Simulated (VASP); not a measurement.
These are TPSS meta-GGA, VASP's PBE PAW potentials (set 64) (plane waves; VASP) values and carry that method's errors.

VASP input:

File KPOINTS_OPT:
```
k-points along high-symmetry lines
6
Line-mode
Reciprocal
  0.000000   0.000000   0.000000 ! GAMMA
  0.500000  -0.000000   0.000000 ! M

  0.500000  -0.000000   0.000000 ! M
  0.333333   0.333333   0.000000 ! K

  0.333333   0.333333   0.000000 ! K
  0.000000   0.000000   0.000000 ! GAMMA

  0.000000   0.000000   0.000000 ! GAMMA
  0.000000   0.000000   0.500000 ! A

  0.000000   0.000000   0.500000 ! A
  0.500000  -0.000000   0.500000 ! L

  0.500000  -0.000000   0.500000 ! L
  0.333333   0.333333   0.500000 ! H

  0.333333   0.333333   0.500000 ! H
  0.000000   0.000000   0.500000 ! A

  0.500000  -0.000000   0.500000 ! L
  0.500000  -0.000000   0.000000 ! M

  0.333333   0.333333   0.500000 ! H
  0.333333   0.333333   0.000000 ! K
```

POSCAR:
```
ZrS2
1
    1.8413062803    -3.1892360522     0.0000000000
    1.8413062803     3.1892360522     0.0000000000
    0.0000000000    -0.0000000000     7.0786140671
Zr S
1 2
Direct
  0.0000000000   0.0000000000   1.0000000000
  0.3333330000   0.6666670000   0.2050984685
  0.6666670000   0.3333330000   0.7949015315
```

**KPOINTS**
```
Automatic mesh
0
Gamma
8 8 4
0 0 0
```

### INCAR
```
SYSTEM = ZrS2
PREC = Accurate
ENCUT = 520
EDIFF = 1E-7
NELM = 100
ALGO = Normal
LREAL = .FALSE.
LASPH = .TRUE.
ISMEAR = -5
METAGGA = TPSS
LMIXTAU = .TRUE.
LMAXMIX = 4
LWAVE = .FALSE.
LCHARG = .FALSE.
LORBIT = 11
NEDOS = 601
ISIF = 2
LEFG = .TRUE.
```

POTCAR, in this order: Zr_sv S (PBE.64 set). Program: vasp_std.

Without a dispersion term in the relaxation, distances and binding between the weakly bound layers, chains or molecules are unreliable, and so is what depends on them.

Q: Estimate the energy per atom (σ→0), band gap (over mesh and band path).

A: 
| Quantity | Value |
|---|---|
| energy per atom (σ→0) | -13.514 eV/atom |
| band gap (over mesh and band path) | 1.22 eV |

File OSZICAR:
```
...
DAV:  20    -0.405405861154E+02   -0.16387E-05   -0.77709E-07  1488   0.843E-03    0.222E-03
DAV:  21    -0.405405864126E+02   -0.29716E-06   -0.45308E-07  1632   0.569E-03    0.117E-03
DAV:  22    -0.405405866922E+02   -0.27968E-06   -0.46622E-08   744   0.272E-03    0.991E-04
DAV:  23    -0.405405864675E+02    0.22470E-06   -0.37551E-08   728   0.172E-03    0.388E-04
DAV:  24    -0.405405865374E+02   -0.69886E-07   -0.84854E-09   672   0.843E-04
   1 F= -.40540587E+02 E0= -.40540587E+02  d E =0.000000E+00
       N       E                     dE             ncg
       N       E                     dE             ncg
```

The compound is ZrS2 in the 1T layered structure. It was relaxed first, which changed the volume by +23 %.
